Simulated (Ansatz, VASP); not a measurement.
**BeZn2Te3: VASP beside Ansatz**

```
CELL_PARAMETERS angstrom
6.29871 0.00000 0.00000
-3.14935 5.45484 0.00000
0.00000 0.00000 6.80381
ATOMIC_POSITIONS crystal
Be 0.00000 0.00000 0.00000
Zn 0.00000 0.00000 0.32555
Zn 0.00000 0.00000 0.67445
Te 0.62978 0.00000 0.00000
Te 0.00000 0.62978 0.00000
Te 0.37022 0.37022 0.00000
```

Alike in both runs: functional PBE; k mesh 6 × 6 × 6; occupations gaussian, width 0.1 eV; no spin polarisation.

Ansatz relaxed the structure, and its values are those at the end. VASP's run is a single point on that final structure, the one shown.

|  | VASP | Ansatz |
| --- | --- | --- |
| version | VASP 6.6.1 | Ansatz 0.2.0 |
| potentials or method | VASP PAW PBE potentials, release 64 (Be, Zn, Te) | scalar-relativistic, plane waves, PAW |
| plane-wave cutoff (eV) | 520 | 420 |
| valence electrons in the cell | 44 | 74 |

Ansatz gave:

* gap on the k mesh at the Fermi level (eV): none
* pressure (GPa): 0.0
* rms of the force components (eV/Å): 0.001

Q: Estimate VASP's values.

A: gap on the k mesh at the Fermi level (eV): none; pressure (GPa): 0.1; rms of the force components (eV/Å): 0.010.

A gap of «none» marks a metal or a gap that the smearing closes. With one functional, cell and mesh, what is left measures potentials, basis and numerics. The two sets of potentials don't hold the same shells in valence.

Spin-orbit coupling is left out, which matters for the levels of Te.
